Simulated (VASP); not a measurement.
The system is Al3Pd.

```
Pd Al
1.0
     3.94691    0.00000    0.00000
     0.00000    3.94691    0.00000
     0.00000    0.00000    3.94691
Pd Al
1 3
Direct
  0.00000 0.00000 0.00000
  0.50000 0.50000 0.00000
  0.50000 0.00000 0.50000
  0.00000 0.50000 0.50000
```

The cell comes from a database or a generator and needn't be the stable form of this composition.

* Program: VASP 6.6.1
* Task: single point
* Functional: PBE
* Potentials or basis: VASP PAW PBE potentials, release 64 (Pd, Al)
* Cutoff: 520 eV
* k mesh: 7 × 7 × 7
* Occupations: fermi-dirac, width 0.05 eV
* Spin: no spin polarisation

On this cell: pressure 1.3 GPa; largest force zero by symmetry; band gap on the k mesh none (metal or under the smearing width).

The same run follows on a disturbed copy (atoms moved at random, drawn with an rms of 0.05 Å):

```
Pd Al
1.0
     3.94691    0.00000    0.00000
     0.00000    3.94691    0.00000
     0.00000    0.00000    3.94691
Pd Al
1 3
Direct
  0.99924 0.00047 0.00216
  0.48637 0.49260 0.02024
  0.48967 0.00460 0.49874
  0.99742 0.50342 0.50314
```

**Question.** What changes?

**Answer.** The energy (extrapolated to zero smearing) moves by +7.5 meV/atom; pressure 1.6 GPa; largest force 0.556 eV/Å; band gap on the k mesh none (metal or under the smearing width).

Forces on the atoms (eV/Å):
```
Pd  -0.102 -0.037 -0.069
Al   0.213  0.203 -0.471
Al   0.152 -0.171  0.310
Al  -0.263  0.005  0.230
```

Stress tensor (GPa, compression positive):
```
 1.51  0.07 -0.11
 0.07  1.64 -0.19
-0.11 -0.19  1.67
```
